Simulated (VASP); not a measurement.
Runs of VASP 6.6.1 on Sn3Pb5Se8. The structure is trigonal, space group R-3m (No. 166). Conventional cell: a = 8.603 Å, b = 8.603 Å, c = 21.073 Å, α = 90.00°, β = 90.00°, γ = 120.00°. Sn (site symmetry 2/m) has 6 Se at 3.04 Å as nearest neighbours. Pb (site symmetry -3m) has 6 Se at 3.04 Å as nearest neighbours. Around Pb (site symmetry -3m) lie 6 Se at 3.04 Å. Around Pb (site symmetry 2/m) lie 6 Se at 3.04 Å. Se (site symmetry m) is surrounded by 4 Pb at 3.04 Å and 2 Sn at 3.04 Å. Se (site symmetry 3m) has 3 Sn at 3.04 Å and 3 Pb at 3.04 Å as nearest neighbours. The cell was built by a generator and needn't be a form met in nature.

```tsv
task	level	spin	cell	k mesh	cutoff (eV)	pressure (GPa)	largest force (eV/Å)
relaxation of cell and atoms	PBEsol	off	relaxed	6 × 6 × 5	600	0.0	-
band structure	r2SCAN	off	R-3m, 27.66 Å³/atom	6 × 6 × 5	520	2.0	0.01
band structure	PBEsol	SOC, no magnetisation	R-3m, 27.66 Å³/atom	3 × 3 × 3	520	-0.6	(a)
band structure	PBEsol	off	R-3m, 27.66 Å³/atom	6 × 6 × 5	520	0.0	-
```

Alike in all rows: potentials or basis VASP PAW PBE potentials, release 64 (Sn_d, Pb_d, Se); smearing gaussian 0.03 eV.

Q: Estimate the missing entries.

A: (a) 0.03.

Caveats: the PAW data sets were made with another functional, which shifts forces and pressure a little.
